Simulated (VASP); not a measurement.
Input:

```
ZrB2
1.0
    1.57737    -2.73208     0.00000
    1.57737     2.73208     0.00000
    0.00000     0.00000     3.51197
Zr B
1 2
Cartesian
  0.00000   0.00000   0.00000
  1.57737   0.91070   1.75599
  1.57737  -0.91070   1.75599
```

Calculation: PBEsol GGA, VASP's PBE PAW potentials (set 64) (plane waves; VASP 6.6.1). Settings: 620 eV cut-off, 11×11×9 Γ-centred mesh, first-order Methfessel-Paxton smearing of 0.10 eV, potentials Zr_sv B.

Problem. The ions, cell shape and volume at an external pressure of 5.0 GPa are relaxed. What does this cell relax into?

Solution. 
```
ZrB2
1.0
    1.56829    -2.71636     0.00000
    1.56829     2.71636     0.00000
    0.00000     0.00000     3.48358
Zr B
1 2
Cartesian
  0.00000   0.00000   0.00000
  1.56829   0.90545   1.74179
  1.56829  -0.90545   1.74179
```
Space group P6/mmm (191), at a tolerance of 0.03 Å.

Problem. How do energy and volume change from the first to the last step?

Solution. The energy (σ→0) changes by +3.0 meV/atom and the volume by -1.9 %, in 5 ionic steps.

The compound is ZrB2 in the AlB2 type structure. This run relaxes it under an external pressure of 5 GPa. Symmetry was kept, so distortions that lower it aren't found.
